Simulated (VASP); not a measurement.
Output of a VASP run:

OSZICAR:
```
       N       E                     dE             d eps       ncg     rms          rms(c)
DAV:   1     0.579039067928E+03    0.57904E+03   -0.18619E+04  6640   0.972E+02
DAV:   2     0.572561949375E+00   -0.57847E+03   -0.46145E+03  4440   0.308E+02
DAV:   3    -0.100134241525E+03   -0.10071E+03   -0.97111E+02  5267   0.926E+01
DAV:   4    -0.104028481003E+03   -0.38942E+01   -0.38766E+01  5160   0.182E+01
DAV:   5    -0.104081922050E+03   -0.53441E-01   -0.53414E-01  6208   0.208E+00    0.154E+01
DAV:   6    -0.858825309368E+02    0.18199E+02   -0.13105E+00  6084   0.219E+01    0.511E+00
DAV:   7    -0.839812934100E+02    0.19012E+01   -0.19186E+00  4905   0.381E+00    0.384E+00
DAV:   8    -0.889269629559E+02   -0.49457E+01   -0.69106E-01  5364   0.415E+00    0.371E+00
DAV:   9    -0.843355120967E+02    0.45915E+01   -0.64470E-01  5247   0.411E+00    0.602E-01
DAV:  10    -0.848344736155E+02   -0.49896E+00   -0.21300E-01  4715   0.145E+00    0.586E-01
DAV:  11    -0.848204588109E+02    0.14015E-01   -0.11766E-02  5304   0.328E-01    0.468E-01
DAV:  12    -0.848565213200E+02   -0.36063E-01   -0.93549E-03  4743   0.365E-01    0.232E-01
DAV:  13    -0.848639206518E+02   -0.73993E-02   -0.40720E-03  5272   0.270E-01    0.805E-02
DAV:  14    -0.848628755454E+02    0.10451E-02   -0.61238E-04  5421   0.719E-02    0.113E-01
DAV:  15    -0.848662955882E+02   -0.34200E-02   -0.46342E-04  5010   0.104E-01    0.503E-02
DAV:  16    -0.848668807527E+02   -0.58516E-03   -0.26417E-04  4932   0.552E-02    0.142E-02
DAV:  17    -0.848668666863E+02    0.14066E-04   -0.14318E-05  5336   0.122E-02    0.697E-03
DAV:  18    -0.848668917121E+02   -0.25026E-04   -0.56327E-06  5434   0.115E-02    0.441E-03
DAV:  19    -0.848668951032E+02   -0.33911E-05   -0.27575E-06  5032   0.633E-03    0.363E-03
DAV:  20    -0.848668950841E+02    0.19160E-07   -0.38222E-07  5648   0.184E-03
   1 F= -.84866895E+02 E0= -.84866895E+02  d E =-.288396E-39
 imaginary and real dielectric function
```

OUTCAR:
```
------------------------ aborting loop because EDIFF is reached ----------------------------------------
  FORCE on cell =-STRESS in cart. coord.  units (eV):
  Direction    XX          YY          ZZ          XY          YZ          ZX
  --------------------------------------------------------------------------------------
  Total       -0.0190607     -0.0190607     -0.0190607      0.0000000      0.0000000     -0.0000000
  in kB       -0.3417740     -0.3417740     -0.3417740      0.0000000      0.0000000     -0.0000000
  external PRESSURE =      -0.3417740 kB  Pullay stress =       0.0000000 kB
  volume of cell :       89.35
      direct lattice vectors                 reciprocal lattice vectors
     4.470641296  0.000000000  0.000000000     0.223681556  0.000000000  0.000000000
     0.000000000  4.470641296  0.000000000     0.000000000  0.223681556  0.000000000
     0.000000000  0.000000000  4.470641296     0.000000000  0.000000000  0.223681556
 POSITION                                       TOTAL-FORCE (eV/Angst)
 -----------------------------------------------------------------------------------
      0.00000      0.00000      0.00000         0.000000     -0.000000     -0.000000
      2.23532      2.23532      0.00000         0.000000     -0.000000     -0.000000
      0.00000      2.23532      2.23532         0.000000     -0.000000     -0.000000
      2.23532      0.00000      2.23532         0.000000     -0.000000     -0.000000
      3.37870      3.37870      1.09195        -0.000784     -0.000784      0.000784
      3.37870      1.09195      3.37870        -0.000784      0.000784     -0.000784
      1.09195      1.09195      1.09195         0.000784      0.000784      0.000784
      1.09195      3.37870      3.37870         0.000784     -0.000784     -0.000784
 -----------------------------------------------------------------------------------
    total drift:                               -0.000000     -0.000000     -0.000000
  FREE ENERGIE OF THE ION-ELECTRON SYSTEM (eV)
  ---------------------------------------------------
  free  energy   TOTEN  =       -84.8668950841 eV

  energy  without entropy=      -84.8668950841  energy(sigma->0) =      -84.86689508

 plasma frequency squared (from intraband transitions) (eV^2)
  --------------------------------------------------------------------------------------
       0.000       0.000       0.000
       0.000       0.000       0.000
       0.000       0.000       0.000

 plasma frequency squared (from interband transitions, int dw w eps(2)(w)) (eV^2)
  --------------------------------------------------------------------------------------
     531.738       0.000       0.000      -0.000       0.000       0.000
       0.000       0.000     531.738       0.000       0.000      -0.000
       0.000      -0.000       0.000       0.000     531.738       0.000
```
(Selected blocks of OUTCAR.)

POSCAR:
```
AlGa3N4
1
    4.4706412963    -0.0000000000    -0.0000000000
    0.0000000000     4.4706412963    -0.0000000000
   -0.0000000000     0.0000000000     4.4706412963
Al Ga N
1 3 4
Direct
  0.0000000000   0.0000000000   0.0000000000
  0.5000000000   0.5000000000   0.0000000000
  0.0000000000   0.5000000000   0.5000000000
  0.5000000000   0.0000000000   0.5000000000
  0.7557518507   0.7557518507   0.2442481493
  0.7557518507   0.2442481493   0.7557518507
  0.2442481493   0.2442481493   0.2442481493
  0.2442481493   0.7557518507   0.7557518507
```

Task: Write an INCAR and KPOINTS that could have produced this output.

Result: Several could match; the one computed here: the input of the run itself, r2SCAN meta-GGA, plane waves, VASP's PBE PAW potentials (set 64).

File KPOINTS:
```
Automatic mesh
0
Gamma
6 6 6
0 0 0
```

INCAR:
```
# general
SYSTEM =AlGa3N4
PREC   =Accurate
ENCUT  =520   # plane-wave cut-off (eV)
LREAL  =F   # projection in real space or not
LASPH  =T
NBANDS =111

# electronic loop
EDIFF  =1E-7
NELM   =100   # most electronic steps
ALGO   =Normal   # blocked Davidson
LMAXMIX=4   # l cut-off of mixed one-centre charges
LMIXTAU=T

# smearing
ISMEAR =0   # Gaussian
SIGMA  =0.01

# functional
METAGGA=R2SCAN

# output
LWAVE  =F
LCHARG =F
NEDOS  =1001

# other
LOPTICS=T
LPEAD  =T
CSHIFT =0.1
```

POTCAR, in this order: Al Ga_d N (PBE.64 set). Program: vasp_std.

The dielectric response may not be converged in the k-mesh; for small gaps it tends to come out too large.

The structure comes from a computed database's AlGa3N4 entry (P-43m); how it stands against other phases isn't given here. It was relaxed first.
